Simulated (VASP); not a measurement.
Data:

```
CELL_PARAMETERS angstrom
      0.00000     1.75468     1.75468
      1.75468     0.00000     1.75468
      1.75468     1.75468     0.00000
ATOMIC_POSITIONS crystal
  Ni 0.00000 0.00000 0.00000
```
Starting moments (μB, in the order of the record's atoms Ni): 0.6.

Method: PBE GGA with D3 dispersion (zero damping), VASP's PBE PAW potentials (set 64) (plane waves; VASP). Numerical set-up: 520 eV cut-off, 18×18×18 Γ-centred mesh, first-order Methfessel-Paxton smearing of 0.10 eV, potentials Ni.

**Question.** Give the stress tensor in GPa (positive for a compressed cell).

**Answer.** 
```
-5.74   0.00   0.00
 0.00  -5.74   0.00
 0.00   0.00  -5.74
```
The pressure is its mean diagonal, -5.74 GPa.

The compound is Ni in the fcc structure. This cell is one point of a volume scan, at 1.03 of the reference volume.
